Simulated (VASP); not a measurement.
# KLaMgWO6 (F-43m) in VASP: single point with PBE

Aim: the single point of KLaMgWO6 with PBE.

Program: VASP 6.6.1. These are calculated values, not measurements. Logs are shortened: lines on timing, memory, paths and dates and some standing lists are left out, and cuts for length are marked.

### Step 1. The crystal as given

The structure is cubic, space group F-43m (No. 216). The conventional cell has a = 7.993 Å, b = 7.993 Å, c = 7.993 Å, α = 90.00°, β = 90.00°, γ = 90.00°. Around K (site symmetry -43m) lie 12 O at 2.83 Å. Around La (site symmetry -43m) lie 12 O at 2.83 Å. Around Mg (site symmetry -43m) lie 6 O at 2.06 Å. W (site symmetry -43m) has 6 O at 1.94 Å as nearest neighbours. O (site symmetry 2mm) is surrounded by 1 W at 1.94 Å and 1 Mg at 2.06 Å.

The cell comes from a database or a generator and needn't be the stable form of this composition.

### Step 2. Single point, PBE

Input file INCAR:

```
  PREC = Accurate
  ENCUT = 520
  EDIFF = 1E-7
  ISMEAR = 1
  SIGMA = 0.1
  LREAL = F
  LASPH = T
  NELM = 100
  ALGO = Normal
  ISIF = 2
  LWAVE = F
  LCHARG = T
  GGA = PE
  LELF = T
  LVHAR = T
  NBANDS = 47
```

Input file KPOINTS:

```
Automatic mesh
0
Gamma
  4 4 4
```

Input file POSCAR:

```
KLaMgWO6
1.0
    0.0000000000      3.9964345600      3.9964345600
    3.9964345600      0.0000000000      3.9964345600
    3.9964345600      3.9964345600      0.0000000000
K La Mg W O
1 1 1 1 6
Direct
    0.7500000000      0.7500000000      0.7500000000
    0.2500000000      0.2500000000      0.2500000000
    0.0000000000      0.0000000000      0.0000000000
    0.5000000000      0.5000000000      0.5000000000
    0.7428685696      0.2571314304      0.2571314304
    0.2571314304      0.7428685696      0.7428685696
    0.7428685696      0.7428685696      0.2571314304
    0.2571314304      0.2571314304      0.7428685696
    0.2571314304      0.7428685696      0.2571314304
    0.7428685696      0.2571314304      0.7428685696
```

Potentials or basis: VASP PAW PBE potentials, release 64 (K_sv, La, Mg, W_sv, O).

Started as:

```sh
cat potpaw_PBE.64/K_sv/POTCAR potpaw_PBE.64/La/POTCAR potpaw_PBE.64/Mg/POTCAR potpaw_PBE.64/W_sv/POTCAR potpaw_PBE.64/O/POTCAR > POTCAR
mpirun -np 1 vasp_std > vasp.out
```

OUTCAR:

```text
PREC = Accurate
   ENCUT = 520
   EDIFF = 1E-7
   ISMEAR = 1
   LREAL = F
   LASPH = T
   NELM = 100
   ISIF = 2
   GGA = PE

 ion  position               nearest neighbor table
   1  0.750  0.750  0.750-   6 2.83   8 2.83   9 2.83   5 2.83   8 2.83  10 2.83   5 2.83   7 2.83
                             9 2.83   6 2.83   7 2.83  10 2.83   4 3.46   4 3.46   4 3.46   3 3.46
   2  0.250  0.250  0.250-   3 3.46   3 3.46   3 3.46   4 3.46   4 3.46   4 3.46   4 3.46   3 3.46

   3  0.000  0.000  0.000-   5 2.06   6 2.06   7 2.06   8 2.06   9 2.06  10 2.06   1 3.46   1 3.46
                             1 3.46   2 3.46   2 3.46   2 3.46   2 3.46   1 3.46
   4  0.500  0.500  0.500-   5 1.94   6 1.94   7 1.94   8 1.94   9 1.94  10 1.94   2 3.46   2 3.46
                             2 3.46   1 3.46   1 3.46   1 3.46   2 3.46   1 3.46
   5  0.743  0.257  0.257-   4 1.94   3 2.06   1 2.83   1 2.83
   6  0.257  0.743  0.743-   4 1.94   3 2.06   1 2.83   1 2.83
   7  0.743  0.743  0.257-   4 1.94   3 2.06   1 2.83   1 2.83
   8  0.257  0.257  0.743-   4 1.94   3 2.06   1 2.83   1 2.83
   9  0.257  0.743  0.257-   4 1.94   3 2.06   1 2.83   1 2.83
  10  0.743  0.257  0.743-   4 1.94   3 2.06   1 2.83   1 2.83

  LATTYP: Found a face centered cubic cell.
 ALAT       =     7.9928691200

  Lattice vectors:

 A1 = (   0.0000000000,   3.9964345600,   3.9964345600)
 A2 = (   3.9964345600,   0.0000000000,   3.9964345600)
 A3 = (   3.9964345600,   3.9964345600,   0.0000000000)

Analysis of symmetry for initial positions (statically):
=====================================================================
 Subroutine PRICEL returns:
 Original cell was already a primitive cell.

 Routine SETGRP: Setting up the symmetry group for a
 face centered cubic supercell.

 Subroutine GETGRP returns: Found 24 space group operations
 (whereof 24 operations were pure point group operations)
 out of a pool of 48 trial point group operations.

The static configuration has the point symmetry T_d .

Analysis of symmetry for dynamics (positions and initial velocities):
=====================================================================
 Subroutine PRICEL returns:
 Original cell was already a primitive cell.

 Routine SETGRP: Setting up the symmetry group for a
 face centered cubic supercell.

 Subroutine GETGRP returns: Found 24 space group operations
 (whereof 24 operations were pure point group operations)
 out of a pool of 48 trial point group operations.

The dynamic configuration has the point symmetry T_d .

 Subroutine INISYM returns: Found 24 space group operations
 (whereof 24 operations are pure point group operations),
 and found     1 'primitive' translations

----------------------------------------------------------------------------------------

                                     Primitive cell

  volume of cell :     127.6580

  direct lattice vectors                    reciprocal lattice vectors
     0.000000000  3.996434560  3.996434560    -0.125111519  0.125111519  0.125111519
     3.996434560  0.000000000  3.996434560     0.125111519 -0.125111519  0.125111519
     3.996434560  3.996434560  0.000000000     0.125111519  0.125111519 -0.125111519

  length of vectors
     5.651811956  5.651811956  5.651811956     0.216699508  0.216699508  0.216699508

  position of ions in fractional coordinates (direct lattice)
     0.750000000  0.750000000  0.750000000
     0.250000000  0.250000000  0.250000000
     0.000000000  0.000000000  0.000000000
     0.500000000  0.500000000  0.500000000
     0.742868570  0.257131430  0.257131430
     0.257131430  0.742868570  0.742868570
     0.742868570  0.742868570  0.257131430
     0.257131430  0.257131430  0.742868570
     0.257131430  0.742868570  0.257131430
     0.742868570  0.257131430  0.742868570

  ion indices of the primitive-cell ions
   primitive index   ion index
                 1           1
                 2           2
                 3           3
                 4           4
                 5           5
                 6           6
                 7           7
                 8           8
                 9           9
                10          10

----------------------------------------------------------------------------------------

 KPOINTS: Automatic mesh

Automatic generation of k-mesh.
 Grid dimensions read from file:
 generate k-points for:    4    4    4

 Generating k-lattice:

  Cartesian coordinates                     Fractional coordinates (reciprocal lattice)
    -0.031277880  0.031277880  0.031277880     0.250000000  0.000000000  0.000000000
     0.031277880 -0.031277880  0.031277880     0.000000000  0.250000000  0.000000000
     0.031277880  0.031277880 -0.031277880     0.000000000  0.000000000  0.250000000

  Length of vectors
     0.054174877  0.054174877  0.054174877

  Shift w.r.t. Gamma in fractional coordinates (k-lattice)
     0.000000000  0.000000000  0.000000000

 Subroutine IBZKPT returns following result:
 ===========================================

 Found      8 irreducible k-points:

 Following reciprocal coordinates:
            Coordinates               Weight
  0.000000  0.000000  0.000000      1.000000
  0.250000  0.000000  0.000000      8.000000
  0.500000  0.000000  0.000000      4.000000
  0.250000  0.250000  0.000000      6.000000
  0.500000  0.250000  0.000000     24.000000
 -0.250000  0.250000  0.000000     12.000000
  0.500000  0.500000  0.000000      3.000000
 -0.250000  0.500000  0.250000      6.000000
   k-points           NKPTS =      8   k-points in BZ     NKDIM =      8   number of bands    NBANDS=     47
   number of dos      NEDOS =    301   number of ions     NIONS =     10
   total plane-waves  NPLWV =  74088
   dimension x,y,z NGX =    42 NGY =   42 NGZ =   42
   dimension x,y,z NGXF=    84 NGYF=   84 NGZF=   84
   ions per type =               1   1   1   1   6
   NGX,Y,Z   is equivalent  to a cutoff of  12.35, 12.35, 12.35 a.u.
   NGXF,Y,Z  is equivalent  to a cutoff of  24.71, 24.71, 24.71 a.u.
 SYSTEM =  unknown system
   PREC   = accura    normal or accurate (medium, high low for compatibility)
   ISTART =      0    job   : 0-new  1-cont  2-samecut
   ICHARG =      2    charge: 1-file 2-atom 10-const
   ISPIN  =      1    spin polarized calculation?
   LNONCOLLINEAR =      F non collinear calculations
   LSORBIT =      F    spin-orbit coupling
   LASPH  =      T    aspherical Exc in radial PAW
   ENCUT  =  520.0 eV  38.22 Ry    6.18 a.u.  10.51 10.51 10.51*2*pi/ulx,y,z
   NELM   =    100;   NELMIN=  2; NELMDL= -5     # of ELM steps
   EDIFF  = 0.1E-06   stopping-criterion for ELM
   LREAL  =      F    real-space projection
   EDIFFG = 0.1E-05   stopping-criterion for IOM
   NSW    =      0    number of steps for IOM
   IBRION =     -1    ionic relax: 0-MD 1-quasi-New 2-CG
   NFREE  =      0    steps in history (QN), initial steepest desc. (CG)
   ISIF   =      2    stress and relaxation
   ISYM   =      2    0-nonsym 1-usesym 2-fastsym
   POTIM  = 0.5000    time-step for ionic-motion
   TEBEG  =    0.0;   TEEND  =   0.0 temperature during run
   PSTRESS=    0.0 pullay stress
   NELECT =      72.0000    total number of electrons
   NUPDOWN=      -1.0000    fix difference up-down
   EMIN   =  10.00;   EMAX   =-10.00  energy-range for DOS
   EFERMI =   0.00;   METHOD = LEGACY
   ISMEAR =     1;   SIGMA  =   0.10  broadening in eV -4-tet -1-fermi 0-gaus
   EFERMI_NEDOS =   21; number of points for ismear=-14 and -15
   IALGO  =     38    algorithm
   IMIX   =      4    mixing-type and parameters
     AMIX     =   0.40;   BMIX     =  1.00
     AMIX_MAG =   1.60;   BMIX_MAG =  1.00
  volume/ion in A,a.u.               =      12.77        86.15
  Fermi-wavevector in a.u.,A,eV,Ry     =   1.352601  2.556045 24.892251  1.829529
  Thomas-Fermi vector in A             =   2.479926
   LORBIT       =      0    0 simple, 1 ext, 2 COOP (PROOUT), +10 PAW based schemes
   GGA     = PE    functional components
   LHFCALC =     F    Hartree Fock is set to
   AEXX    =    0.0000 exact exchange contribution
   IVDW    =     0    specifies the selected vdW correction
   LEPSILON=     F    determine dielectric tensor
   LRPA    =     F    only Hartree local field effects (RPA)
 non-spin polarized calculation
 Methfessel and Paxton  Order N= 1 SIGMA  =   0.10
  energy-cutoff  :      520.00
  volume of cell :      127.66
 maximum number of plane-waves:      3479
   NGX = 21   NGY = 21   NGZ = 21

 number of electron      71.9999990 magnetization

 Free energy of the ion-electron system (eV)
  ---------------------------------------------------
  ext. energy  EPLUGINS =         0.00000000
  ---------------------------------------------------
  free energy    TOTEN  =       -76.18306802 eV

  energy without entropy =      -76.18453647  energy(sigma->0) =      -76.18355750

 E-fermi :   4.2367     XC(G=0): -10.8537

 val. band max:        4.1732306112   @ k =   0.0000   0.0000   0.0000
 cond. band min:       6.6911368927   @ k =   0.5000   0.5000   0.0000
 fundamental gap:      2.5179062815
 Fermi energy:         4.2367434429

 k-point     1 :       0.0000    0.0000    0.0000
  band No.  band energies     occupation
      1     -70.4134      2.00000
      2     -34.6001      2.00000
      3     -34.6001      2.00000
      4     -34.6001      2.00000
      5     -27.3726      2.00000
      6     -23.0216      2.00000
[... 39 lines left out ...]
     46       7.7304      0.00000
     47       8.4958      0.00000

 k-point     2 :       0.2500    0.0000    0.0000
  band No.  band energies     occupation
      1     -70.4134      2.00000
      2     -34.6003      2.00000
      3     -34.6001      2.00000
      4     -34.6001      2.00000
      5     -27.3704      2.00000
      6     -23.0202      2.00000
[... 292 lines left out ...]
 k-point     8 :      -0.2500    0.5000    0.2500
  band No.  band energies     occupation
      1     -70.4134      2.00000
      2     -34.6005      2.00000
      3     -34.6003      2.00000
      4     -34.6002      2.00000
      5     -27.3667      2.00000
      6     -23.0175      2.00000
[... 39 lines left out ...]
     46       8.1550      0.00000
     47      10.1718      0.00000

------------------------ aborting loop because EDIFF is reached ----------------------------------------

  FORCE on cell =-STRESS in cart. coord.  units (eV):
  Direction    XX          YY          ZZ          XY          YZ          ZX
  --------------------------------------------------------------------------------------
  -------------------------------------------------------------------------------------
  Total       -1.6229024     -1.6229024     -1.6229024     -0.0000000      0.0000000     -0.0000000
  in kB      -20.3683039    -20.3683039    -20.3683039     -0.0000000      0.0000000     -0.0000000
  external PRESSURE =     -20.3683039 kB  Pullay stress =       0.0000000 kB

 VOLUME and BASIS-vectors are now :
 -----------------------------------------------------------------------------
  energy-cutoff  :      520.00
  volume of cell :      127.66
      direct lattice vectors                 reciprocal lattice vectors
     0.000000000  3.996434560  3.996434560    -0.125111519  0.125111519  0.125111519
     3.996434560  0.000000000  3.996434560     0.125111519 -0.125111519  0.125111519
     3.996434560  3.996434560  0.000000000     0.125111519  0.125111519 -0.125111519

 POSITION                                       TOTAL-FORCE (eV/Angst)
 -----------------------------------------------------------------------------------
      5.99465      5.99465      5.99465         0.000000      0.000000     -0.000000
      1.99822      1.99822      1.99822         0.000000      0.000000     -0.000000
      0.00000      0.00000      0.00000         0.000000      0.000000     -0.000000
      3.99643      3.99643      3.99643         0.000000      0.000000     -0.000000
      2.05522      3.99643      3.99643         0.318303      0.000000     -0.000000
      5.93765      3.99643      3.99643        -0.318303      0.000000     -0.000000
      3.99643      3.99643      5.93765         0.000000      0.000000     -0.318303
      3.99643      3.99643      2.05522         0.000000      0.000000      0.318303
      3.99643      2.05522      3.99643         0.000000      0.318303     -0.000000
      3.99643      5.93765      3.99643         0.000000     -0.318303     -0.000000
 -----------------------------------------------------------------------------------
    total drift:                               -0.000000     -0.000000      0.000000

  FREE ENERGIE OF THE ION-ELECTRON SYSTEM (eV)
  ---------------------------------------------------
  free  energy   TOTEN  =       -76.1830680157 eV

  energy  without entropy=      -76.1845364653  energy(sigma->0) =      -76.18355750
```

Run time: 47 s. Hardware: 1 thread of Intel Xeon 6975P-C (Granite Rapids), shared host; peak memory 0.29 GiB.

What came out:

```yaml
Free_energy: -76.1831 eV
Pressure: -2.0 GPa
Largest_force: 0.318 eV/Å
Band_gap_on_the_k_mesh: 2.52 eV, indirect (least direct gap 2.56 eV)
```

Forces in eV/Å, atoms in the order of the input:
```
K    0.000  0.000  0.000
La   0.000  0.000  0.000
Mg   0.000  0.000  0.000
W    0.000  0.000  0.000
O    0.318  0.000  0.000
O   -0.318  0.000  0.000
O    0.000  0.000 -0.318
O    0.000  0.000  0.318
O    0.000  0.318  0.000
O    0.000 -0.318  0.000
```

Levels at points of the mesh, in eV from the valence-band top:
| k point | band 33 | band 34 | band 35 | band 36 | band 37 | band 38 | band 39 | band 40 |
| --- | --- | --- | --- | --- | --- | --- | --- | --- |
| (0.00, 0.00, 0.00) | -0.51 | 0.00 | 0.00 | 0.00 | 2.74 | 2.74 | 2.74 | 3.29 |
| (0.50, 0.00, 0.00) | -0.82 | -0.58 | -0.58 | -0.32 | 2.94 | 3.04 | 3.04 | 3.27 |
| (0.50, 0.50, 0.00) | -1.34 | -0.78 | -0.78 | -0.04 | 2.52 | 3.21 | 3.22 | 3.22 |

Caveat: spin-orbit coupling is left out, which moves the levels of the heavy elements. A k mesh can miss the band edges.
